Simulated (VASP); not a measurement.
Given:

```
CELL_PARAMETERS angstrom
      0.00000     2.37434     2.37434
      2.37434     0.00000     2.37434
      2.37434     2.37434     0.00000
ATOMIC_POSITIONS crystal
  Ca 0.00000 0.00000 0.00000
  O  0.50000 0.50000 0.50000
```

All values below come from optB86b-vdW, VASP's PBE PAW potentials (set 64) (plane waves; VASP). Run with 520 eV cut-off, 10×10×10 Γ-centred mesh, Gaussian smearing of 0.050 eV, potentials Ca_sv O.

**Question.** What does the run give for the energy per atom (σ→0), pressure, band gap (on the k-mesh) with the smallest direct gap where there is one?

**Answer.** 
```yaml
band gap (on the k-mesh): 3.62 eV
smallest direct gap (on the k-mesh): 3.98 eV
energy per atom (σ→0): -4.577 eV/atom
pressure: 3.71 GPa
```

Total energies compare only between runs with the same potentials, cut-off and functional.

The compound is CaO in the rock salt structure. This cell is one point of a volume scan, at 0.97 of the reference volume.
